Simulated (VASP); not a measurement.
Given:

```
CELL_PARAMETERS angstrom
      2.80454     0.00000     0.00000
      0.00000     2.80454     0.00000
      0.00000     0.00000     2.80454
ATOMIC_POSITIONS crystal
  Cr 0.00000 0.00000 0.00000
  Cr 0.50000 0.50000 0.50000
```

All values below come from PBEsol GGA, VASP's PBE PAW potentials (set 64) (plane waves; VASP). Settings: 480 eV cut-off, 12×12×12 Γ-centred mesh, first-order Methfessel-Paxton smearing of 0.10 eV, potentials Cr_pv.

Q: Estimate the energy per atom (σ→0), pressure, band gap (on the k-mesh) with the smallest direct gap where there is one.

A: 
```
Property                                                    Result
------------------------  ----------------------------------------
band gap (on the k-mesh)  none (metal, semimetal or under 0.01 eV)
energy per atom (σ→0)                              -10.243 eV/atom
pressure                                                 20.0 kbar
```

Total energies compare only between runs with the same potentials, cut-off and functional.

The compound is Cr in the bcc, AFM order structure. It was relaxed first under an external pressure of 2 GPa. The run is not spin-polarised, so no magnetic state was tried.
